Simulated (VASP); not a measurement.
A run of VASP 6.6.1:

Contents of INCAR:

```
SYSTEM = W
PREC = Accurate
ENCUT = 520
EDIFF = 1E-7
ISMEAR = 1
SIGMA = 0.2
LREAL = .False.
LASPH = .True.
NELM = 60
ALGO = Normal
ISIF = 3
LWAVE = .False.
LCHARG = .False.
GGA = PE
IBRION = 2
NSW = 80
EDIFFG = -0.002
```

KPOINTS

```
Automatic mesh
0
Gamma
  18 18 18
  0 0 0
```

Contents of POSCAR:

```
W
1.0
   -1.5823450000      1.5823450000      1.5823450000
    1.5823450000     -1.5823450000      1.5823450000
    1.5823450000      1.5823450000     -1.5823450000
W
1
Direct
    0.0000000000      0.0000000000      0.0000000000
```

Potentials or basis: VASP PAW PBE potentials, release 64 (W_sv).

Launch:

```sh
$ cat potpaw_PBE.64/W_sv/POTCAR > POTCAR
$ mpirun -np 1 vasp_std > vasp.out
```

Hardware: 1 thread of AMD EPYC 7R13 Processor (Zen 3), with other jobs on the host.

**Question.** Estimate the wall time of this run.

**Answer.** Run time: 54 s on 1 thread of AMD EPYC 7R13 Processor (Zen 3) (shared host), peak memory 0.12 GiB. Counts: scf iterations 37, k points 195, ion steps 4.
